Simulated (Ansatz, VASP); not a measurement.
**Ru (Ruthenium) in two plane-wave programs**

One calculation is typed for both programs; each brings its own data sets. How far apart do they land? The cell is taken from a series of runs on this material, whose earlier steps may have relaxed, scaled, displaced or heated it; both programs get it as it stands.

Calculated with Ansatz 0.2.0; plane waves, with VASP 6.6.1 beside it; zone-centre phonons at PBEsol.

## (1) Set-up

Symmetry: P6_3/mmc, No. 194, hexagonal system. Conventional cell: a = 2.771 Å, b = 2.771 Å, c = 4.178 Å, α = 90.00°, β = 90.00°, γ = 120.00°. Nearest to Ru lie 12 Ru at 2.63 to 2.77 Å.

## (2) Ansatz: zone-centre phonons, PBEsol

Ansatz runs on its PAW soft_1 files.

Second derivatives magnify differences that forces hide, and they need a tight electronic threshold.

The input, input.yaml:

```yaml
crystal:
  lattice:
    - [2.7712141374, 0.0, 0.0]
    - [-1.3856070687, 2.3999418423, 0.0]
    - [0.0, 0.0, 4.1778640295]
  atoms:
    - { symbol: Ru, position: [0.3333333333, 0.6666666667, 0.25] }
    - { symbol: Ru, position: [0.6666666667, 0.3333333333, 0.75] }
kpoints:
  mp_grid: { grid: [18, 18, 12] }
hamiltonian:
  xc: pbesol
  pseudopotentials: { kind: paw, azcp: { folder: soft_1 }, xc_functional: pbe }
scf:
  occupations: { method: methfessel_paxton, width: 0.2 }
output:
  eigenvalues: true
phonons:
  method: dfpt
```

Command:

```bash
$ ansatz run input.yaml --threads 4 --pin off --max-ram 10240MiB --backend cpu --events-out ev --progress --plain --runs-dir out
```

Numbers of over 12 decimals in the logs are rounded to 6 here.

The log of the run:

```text
zone centre: on kpoints.mp_grid the ground state, and the responses unless they are solved on pairs of k-points, stand on 637 of the mesh's 3888 k-points, reduced under 4 symmetry operations, with k and −k counted as one. Each operation leaves every solved displacement unchanged or reverses it
Engine: ansatz 0.2.0, x86_64-unknown-linux-gnu
Pseudopotentials: kind: paw
Pseudopotential: Ru, paw, valence charge 16, recommended cutoff 420 eV (normal), soft_1/Ru.paw.azcp
Functional definition: PBEsol
  exchange = pbesol_x
  correlation = pbesol_c
Crystal: 2 atoms, lattice volume = 27.786 Å³
Basis set: ecut = 420 eV, 565 PW (Γ), exchange–correlation on 40×40×60 points (8 copies of the dense FFT grid, shifted against one another)
Bands: 20, of which v1, the nominal top of the filled ones, is band 16 counted from 1 (15 counted from 0)
Symmetry: 24 space group operations
k-points: 637 of 3888 (irreducible under 4 space group operations, time reversal used)
Non-local potential: Ru, projectors of the file, l = 0: 3, l = 1: 2, l = 2: 2, l = 3: 1
PAW form: soft (Blöchl's): semilocal exchange-correlation on the pseudo side does not see the compensation charge
PAW frozen core: Ru, regenerated for the run's functional, and the local potential with it (the file was generated under x = pbe(κ = 0.804, μ = 0.219515), c = pbe(β = 0.066725))
PAW one-centre angular grid: Ru, 590 points (default); XC on 64 Gauss nodes
Initial density: superposition of atomic densities (chi_scale 0.1, normalization cell)
Initial wavefunctions: pseudopotential atomic-orbital guess
Functional: x = pbesol(κ = 0.804, μ = 0.123457), c = pbesol(β = 0.046)
SCF iter   1: F=—  HF=-11634.513451 eV  |F-HF|=—  |Δ(HF+E_count)|=         —  Δρ=1.30e-1  dr2=4.59e0  ethr=3.10e-3  ⟨swp⟩=5.1  Hψ=111299  notcnv=0  defer=45
automatic band count: the SCF goes on with 24 bands, as 20 were too few: they end inside the smearing window of the response
preconditioner: auto → none  [metal: Δε(μ)=0.009 eV  Ē_g=11.265 eV  σ=0.200 eV  W_gap=0.04  n_scr=8 (ndim 8)  ℏωp=28.2 eV  f_vac=0.000  D(μ)=1.42/eV (n_scr^D=22)  sad-step TF]
SCF iter   2: F=—  HF=-11633.480206 eV  |F-HF|=—  |Δ(HF+E_count)|=    1.03e0  S|Δr|=    0.00e0  Δρ=7.43e-2  dr2=1.50e0  ethr=3.10e-3  ⟨swp⟩=2.8  Hψ=29997  notcnv=0  defer=1715
SCF iter   3: F=—  HF=-11632.998609 eV  |F-HF|=—  |Δ(HF+E_count)|=   4.82e-1  S|Δr|=    0.00e0  Δρ=3.84e-3  dr2=1.69e-3  ethr=3.10e-3  ⟨swp⟩=2.2  Hψ=22865  notcnv=0  defer=1715
SCF iter   4: F=—  HF=-11632.999702 eV  |F-HF|=—  |Δ(HF+E_count)|=   1.09e-3  S|Δr|=    0.00e0  Δρ=4.94e-4  dr2=2.34e-5  ethr=5.28e-6  ⟨swp⟩=2.4  Hψ=31438  notcnv=0  defer=1564
SCF iter   5: F=—  HF=-11632.999707 eV  |F-HF|=—  |Δ(HF+E_count)|=   4.47e-6  S|Δr|=    0.00e0  Δρ=1.75e-4  dr2=4.47e-6  ethr=7.30e-8  ⟨swp⟩=2.0  Hψ=23950  notcnv=0  defer=1564
SCF iter   6: F=—  HF=-11632.999705 eV  |F-HF|=—  |Δ(HF+E_count)|=   1.16e-6  S|Δr|=    0.00e0  Δρ=2.90e-5  dr2=1.41e-7  ethr=1.40e-8  ⟨swp⟩=2.5  Hψ=23780  notcnv=0  defer=1564
SCF iter   7: F=—  HF=-11632.999705 eV  |F-HF|=—  |Δ(HF+E_count)|=   2.18e-7  S|Δr|=    0.00e0  Δρ=3.39e-6  dr2=2.13e-9  ethr=4.41e-10  ⟨swp⟩=2.0  Hψ=21254  notcnv=0  defer=1564
SCF iter   8: F=—  HF=-11632.999705 eV  |F-HF|=—  |Δ(HF+E_count)|=  2.86e-10  S|Δr|=    0.00e0  Δρ=2.52e-7  dr2=1.31e-11  ethr=6.66e-12  ⟨swp⟩=2.9  Hψ=24621  notcnv=0  defer=1564
SCF iter   9: F=-11632.999705 eV  HF=-11632.999705 eV  |F-HF|=0.00e0  |Δ(HF+E_count)|=    0.00e0  S|Δr|=    0.00e0  Δρ=2.04e-8  dr2=2.91e-14  ethr=1.00e-12  ⟨swp⟩=10.0  Hψ=72313  notcnv=0
SCF 1 converged in 9 iterations: F = -11632.999705 eV  dr2 = 2.91e-14
  greatest PAW one-centre occupation: 1.000 electrons in one spin orbital (limit 2), on the Ru atom at site 1 (counted from 0), in its partial waves of l = 0
DFPT response loops at Γ: preconditioner auto → Kerker (q_TF=auto, 2.793 Å⁻¹) (partly filled bands, converged f_vac=0.000); β = 1.00, the filter's whole step (`scf.mixing.beta` (0.50) is not read by the response loops under this deck's `scf.mixing.preconditioner`; to damp them name `kerker` or `kerker_dos`, under which they read `scf.mixing.beta`, and type it under 1.00, their step now; both keys bind the ground state too); Broyden in place of MSR1
SCF converged after 9 iterations
Stability not checked: this state was not tested for a lower state beside it, because cold or Methfessel-Paxton smearing, or corrected tetrahedra, fill the levels in a way that the test cannot read (fill_not_monotonic; see scf.lower_state_search)
Free energy (F): -11632.999705 eV
Harris-Foulkes:  -11632.999705 eV  (|F-HF|=0.00e0)
Internal energy: -11632.998929 eV  (E = F + TS)
E sigma→0 (E₀):  -11632.999511 eV
Entropy (-TS):   -0.000777 eV (-0.388 meV/atom)
Fermi energy:    22.541297 eV
Step filling:    the computed levels leave a gap of 0.0000 eV = 0.0 smearing widths at the electron count; against every level under it full and every level over it empty, smearing changes F+E_penalty+E_count by -0.442 meV and its σ→0 estimate by -0.248 meV
--- Per-component energies (eV) ---
  E_band       = -135.384893
  E_kinetic    = 918.146086
  E_local      = -2594.651954  (includes V_loc(G=0)·N_el)
  E_nonlocal   = 828.471185
  E_hartree    = 856.967137
  E_xc         = -337.662533
  E_vxc        = -428.336239  (∫ρ·V_xc dr)
  E_paw        = -6879.770830  (= ΣΔE_a)
  E_vpaw       = -572.949483  (= ΣTr[D̂ρ^β])
  E_aug_tail   = 0.001233  (compensation charges beyond the density's cutoff)
  E_ewald      = -4425.005848
  E_core_change = 0.506593  (= ΣΔE_core)
  E_smearing   = -0.000777  (= −TS)
  E_closure    = 0.000000  (closes the sum)
  Σ components = -11632.999705   (vs F -11632.999705, Δ=0.00e0)
--- Band table (eV; the first three rows and the last of 637) ---
  k-point 0: bands = [... 12 lower, 20.6218, 20.7300, 20.7300, 20.8247, 20.8247, 23.6822, 23.6822, 24.3002, ... 4 higher]
  k-point 1: bands = [... 12 lower, 20.5746, 20.6673, 20.6673, 20.9845, 20.9845, 23.7017, 23.7017, 24.0104, ... 4 higher]
  k-point 2: bands = [... 12 lower, 20.4426, 20.5003, 20.5003, 21.3449, 21.3449, 23.2712, 23.7359, 23.7359, ... 4 higher]
  k-point 636: bands = [... 12 lower, 19.9476, 19.9476, 21.1925, 21.1925, 24.0474, 24.0474, 27.3289, 27.3289, ... 4 higher]
--- Phonons (Γ-DFPT): 2 representative perturbations + reference, on 637 of 3888 k-points (Σ response iterations 6) ---
  k mesh reduced under 4 symmetry operations, with k and −k counted as one. Each operation leaves every solved displacement unchanged or reverses it
  ASR residual: 1.722e-5 → 0.000e0 eV/Å²; symmetrization residual: 6.466e-13 eV/Å²
  ASR residual per site (eV/Å²): 1.72e-5 1.72e-5
  Γ frequencies (cm⁻¹): 0.00 0.00 0.00 204.05 204.05 271.48
  non-analytic LO–TO correction: not included (Born effective charges unavailable; polar crystals: no LO–TO splitting at Γ)
```

## (3) VASP: zone-centre phonons, PBEsol

The same cell, functional, mesh and smearing now go to VASP, with its own data sets.

Lines of VASP's logs that name or quote its potential files are left out, and so is its time.

The input, INCAR:

```
SYSTEM = Ru
PREC = Accurate
ENCUT = 500
EDIFF = 1E-08
NELM = 120
ISMEAR = 1
SIGMA = 0.2
LREAL = .FALSE.
ALGO = Normal
GGA = PS
NBANDS = 20
LASPH = .TRUE.
LORBIT = 11
LWAVE = .FALSE.
LCHARG = .FALSE.
ISIF = 2
IBRION = 8
GGA_COMPAT = .FALSE.
KPAR = 2
```

The input, POSCAR:

```
Ru
1.0
    2.7712141374      0.0000000000      0.0000000000
   -1.3856070687      2.3999418423      0.0000000000
    0.0000000000      0.0000000000      4.1778640295
Ru
2
Direct
    0.3333333333      0.6666666667      0.2500000000
    0.6666666667      0.3333333333      0.7500000000
```

The input, KPOINTS:

```
Automatic mesh
0
Gamma
18 18 12
0 0 0
```

PAW data sets: Ru_pv (PBE family, release 64).

Command:

```bash
$ mpirun -np 2 vasp_std
```

The log of the run:

```text
[banner, memory and clock lines left out]
running    2 mpi-ranks, on    1 nodes
 distrk:  each k-point on    1 cores,    2 groups
 distr:  one band on    1 cores,    1 groups

 POSCAR found type information on POSCAR Ru
 POSCAR found :  1 types and       2 ions
|                                                                             |
|               ----> ADVICE to this user running VASP <----                  |
|                                                                             |
|     You enforced a specific xc type in the INCAR file but a different       |
|     [... a line on the potential file left out ...]
|     I HOPE YOU KNOW WHAT YOU ARE DOING!                                     |
|                                                                             |

 LDA part: xc-table for (Slater+PW92), standard interpolation
 POSCAR, INCAR and KPOINTS ok, starting setup
 FFT: planning ... GRIDC
 FFT: planning ... GRID_SOFT
 FFT: planning ... GRID
 WAVECAR not read
 entering main loop
       N       E                     dE             d eps       ncg     rms          rms(c)
DAV:   1     0.278768890789E+03    0.27877E+03   -0.17297E+04 10376   0.151E+03
DAV:   2    -0.159397191776E+02   -0.29471E+03   -0.28665E+03 10644   0.452E+02
DAV:   3    -0.218279110344E+02   -0.58882E+01   -0.58350E+01 11740   0.710E+01
DAV:   4    -0.218756095257E+02   -0.47698E-01   -0.47661E-01 13388   0.600E+00
DAV:   5    -0.218763265440E+02   -0.71702E-03   -0.71503E-03 11588   0.637E-01    0.184E+01
DAV:   6    -0.203348162027E+02    0.15415E+01   -0.36974E+00 12020   0.191E+01    0.433E+00
DAV:   7    -0.202561010118E+02    0.78715E-01   -0.53407E-01 11996   0.522E+00    0.923E-01
DAV:   8    -0.202482426647E+02    0.78583E-02   -0.23598E-02 11476   0.114E+00    0.394E-01
DAV:   9    -0.202467001537E+02    0.15425E-02   -0.24431E-03 11924   0.551E-01    0.424E-02
DAV:  10    -0.202466901165E+02    0.10037E-04   -0.14543E-04 11704   0.123E-01    0.195E-02
DAV:  11    -0.202466932575E+02   -0.31410E-05   -0.39433E-06 12176   0.185E-02    0.185E-03
DAV:  12    -0.202466930721E+02    0.18545E-06   -0.20754E-07 11844   0.415E-03    0.124E-03
DAV:  13    -0.202466930374E+02    0.34672E-07   -0.19479E-08  7924   0.143E-03    0.412E-04
DAV:  14    -0.202466930448E+02   -0.74624E-08   -0.14419E-09  7392   0.374E-04
   1 F= -.20246693E+02 E0= -.20246441E+02  d E =-.756078E-03
 Linear response reoptimize wavefunctions to high precision
DAV:   1    -0.202466930474E+02   -0.25843E-08   -0.99759E-11  7128   0.107E-04
DAV:   2    -0.202466930474E+02   -0.45475E-12   -0.10996E-11  6992   0.292E-05
 Linear response DOF=           2
 Linear response progress:
  Degree of freedom:   1/  2
       N       E                     dE             d eps       ncg     rms          rms(c)
RMM:   1    -0.521949881996E+00   -0.52195E+00    0.30189E+00 46339   0.597E+01
RMM:   2    -0.622951015249E+00   -0.10100E+00   -0.11861E-01 63706   0.292E+00    0.145E-01
RMM:   3    -0.621807447122E+00    0.11436E-02   -0.38413E-03 74491   0.504E-01    0.673E-02
RMM:   4    -0.620448198026E+00    0.13592E-02   -0.50453E-04 74945   0.178E-01    0.247E-02
RMM:   5    -0.620290974615E+00    0.15722E-03   -0.47718E-05 87932   0.456E-02    0.107E-02
RMM:   6    -0.620192415382E+00    0.98559E-04   -0.52176E-05 77837   0.140E-02    0.751E-03
RMM:   7    -0.620180653607E+00    0.11762E-04   -0.46900E-05 77245   0.851E-03    0.763E-04
RMM:   8    -0.620197635611E+00   -0.16982E-04   -0.31933E-05 97087   0.285E-03    0.358E-04
RMM:   9    -0.620204982170E+00   -0.73466E-05   -0.18499E-05 90679   0.124E-03    0.983E-05
RMM:  10    -0.620205951847E+00   -0.96968E-06   -0.10744E-05101525   0.777E-04    0.250E-05
RMM:  11    -0.620206292598E+00   -0.34075E-06   -0.60127E-06 94449   0.554E-04    0.110E-05
RMM:  12    -0.620206362783E+00   -0.70185E-07   -0.36744E-06 96094   0.449E-04    0.539E-06
RMM:  13    -0.620206270225E+00    0.92558E-07   -0.23438E-06100554   0.386E-04    0.244E-06
RMM:  14    -0.620206330724E+00   -0.60500E-07   -0.15690E-06 98178   0.353E-04    0.769E-07
[...]
RMM:  20    -0.620206385154E+00    0.16967E-08   -0.31660E-07 83325   0.304E-04    0.470E-07
RMM:  21    -0.620206385508E+00   -0.35417E-09   -0.23924E-07 83280   0.303E-04    0.463E-07
RMM:  22    -0.620206385356E+00    0.15289E-09   -0.24643E-07 83210   0.303E-04    0.588E-07
RMM:  23    -0.620206385192E+00    0.16371E-09   -0.20145E-07 83200   0.303E-04    0.632E-07
RMM:  24    -0.620206384915E+00    0.27683E-09   -0.21295E-07 83147   0.302E-04    0.704E-07
RMM:  25    -0.620206384326E+00    0.58858E-09   -0.17033E-07 83051   0.302E-04    0.722E-07
RMM:  26    -0.620206386032E+00   -0.17059E-08   -0.19739E-07 82916   0.302E-04    0.771E-07
RMM:  27    -0.620206385663E+00    0.36952E-09   -0.15654E-07 82832   0.302E-04    0.763E-07
 first order change of Fermi-energy   0.34241E-05
 force on displaced ion       1 direction 1 :  -7.725   0.001   0.000
 Linear response progress:
  Degree of freedom:   2/  2
       N       E                     dE             d eps       ncg     rms          rms(c)
RMM:   1    -0.622751849801E+00   -0.62275E+00    0.33544E+00 15974   0.603E+01
RMM:   2    -0.735130740558E+00   -0.11238E+00   -0.13086E-01 22196   0.300E+00    0.148E-01
RMM:   3    -0.734666893148E+00    0.46385E-03   -0.71512E-04 25773   0.466E-01    0.755E-02
RMM:   4    -0.733986198941E+00    0.68069E-03   -0.73827E-05 25514   0.174E-01    0.228E-02
RMM:   5    -0.733853630731E+00    0.13257E-03    0.34282E-04 29753   0.539E-02    0.160E-02
RMM:   6    -0.733822478563E+00    0.31152E-04    0.10642E-04 26323   0.179E-02    0.114E-02
RMM:   7    -0.733756540230E+00    0.65938E-04    0.21109E-05 25224   0.108E-02    0.185E-03
RMM:   8    -0.733750365655E+00    0.61746E-05    0.27935E-05 30899   0.409E-03    0.688E-04
RMM:   9    -0.733757468218E+00   -0.71026E-05    0.20767E-05 29518   0.161E-03    0.795E-05
RMM:  10    -0.733758772158E+00   -0.13039E-05    0.13651E-05 31049   0.837E-04    0.448E-05
RMM:  11    -0.733760666531E+00   -0.18944E-05    0.56070E-06 32668   0.592E-04    0.121E-05
RMM:  12    -0.733761190156E+00   -0.52362E-06    0.25181E-06 32208   0.472E-04    0.451E-06
RMM:  13    -0.733761265755E+00   -0.75599E-07    0.18746E-06 34387   0.412E-04    0.173E-06
RMM:  14    -0.733761359378E+00   -0.93623E-07    0.17481E-06 34746   0.378E-04    0.147E-06
RMM:  15    -0.733761526220E+00   -0.16684E-06    0.49334E-07 33343   0.361E-04    0.904E-07
RMM:  16    -0.733761578293E+00   -0.52073E-07    0.10943E-07 32991   0.348E-04    0.247E-07
RMM:  17    -0.733761576549E+00    0.17441E-08    0.22218E-07 27829   0.341E-04    0.402E-07
RMM:  18    -0.733761583975E+00   -0.74260E-08    0.26601E-07 30461   0.337E-04    0.335E-07
RMM:  19    -0.733761590386E+00   -0.64105E-08    0.24323E-07 28542   0.334E-04    0.337E-07
RMM:  20    -0.733761608532E+00   -0.18146E-07    0.12533E-07 30409   0.333E-04    0.225E-07
RMM:  21    -0.733761606921E+00    0.16116E-08    0.15315E-07 29079   0.332E-04    0.145E-07
RMM:  22    -0.733761617747E+00   -0.10826E-07    0.16354E-07 32645   0.331E-04    0.329E-07
RMM:  23    -0.733761608204E+00    0.95434E-08    0.17258E-07 28193   0.331E-04    0.534E-08
 first order change of Fermi-energy   0.14820E-03
 force on displaced ion       1 direction 3 :   0.000   0.000 -13.697
 Linear response finished
```

[end of part 1 of 2]

[Lines on the potential files, build, host, timing and source positions are cut from VASP's logs without a mark.]

[Logs are printed without paths, hosts, clocks, repeated set-up lines and the standing remarks that a program may print on its own settings, such as how far it seeks lower states.]

[Hosts, paths, dates, database ids (printed as entryN), source tags and the programs' standing remarks are cut or masked in the printed files.]
